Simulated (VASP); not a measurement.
Here is the system:

```yaml
crystal:
  lattice:
    - [-1.39150, 1.39150, 1.39150]
    - [1.39150, -1.39150, 1.39150]
    - [1.39150, 1.39150, -1.39150]
  atoms:
    - { symbol: Fe, position: [0.00000, 0.00000, 0.00000], spin: 2.1 }
```

The numbers are results of PBEsol GGA, VASP's PBE PAW potentials (set 64) (plane waves; VASP 6.6.1), not measurements. Numerical set-up: 400 eV cut-off, 20×20×20 Γ-centred mesh, tetrahedra with Blöchl corrections, potentials Fe.

### Question
Tabulate the total density of states (states/eV per cell) against energy (eV; zero at the valence-band maximum or, without a gap, the Fermi level).

### Answer

(E (eV), DOS (states/eV)): (-9.98, 0.00); (-9.77, 0.00); (-9.56, 0.00); (-9.25, 0.00); (-9.04, 0.00); (-8.83, 0.00); (-8.62, 0.01); (-8.41, 0.03); (-8.21, 0.05); (-7.89, 0.06); (-7.68, 0.07); (-7.47, 0.08); (-7.27, 0.09); (-7.06, 0.10); (-6.74, 0.11); (-6.54, 0.12); (-6.33, 0.14); (-6.12, 0.15); (-5.91, 0.17); (-5.60, 0.22); (-5.39, 0.27); (-5.18, 0.54); (-4.97, 0.66); (-4.76, 0.78); (-4.55, 1.06); (-4.24, 0.80); (-4.03, 0.79); (-3.82, 0.66); (-3.62, 1.87); (-3.41, 1.57); (-3.09, 1.55); (-2.88, 1.73); (-2.68, 1.95); (-2.47, 1.16); (-2.26, 0.66); (-1.95, 1.74); (-1.74, 1.62); (-1.53, 1.82); (-1.32, 2.42); (-1.11, 3.06); (-0.90, 3.33); (-0.59, 1.33); (-0.38, 1.02); (-0.17, 0.95); (0.04, 0.97); (0.25, 0.81); (0.56, 0.71); (0.77, 0.91); (0.98, 1.09); (1.18, 1.50); (1.39, 1.34); (1.71, 2.06); (1.92, 1.40); (2.12, 0.99); (2.33, 0.71); (2.54, 0.37); (2.75, 0.34); (3.06, 0.32); (3.27, 0.30); (3.48, 0.29)
Within 2 eV below the Fermi level the largest weight inside VASP's projection spheres is Fe d.

The compound is Fe in the bcc structure. It was relaxed first, which changed the volume by -9 %.
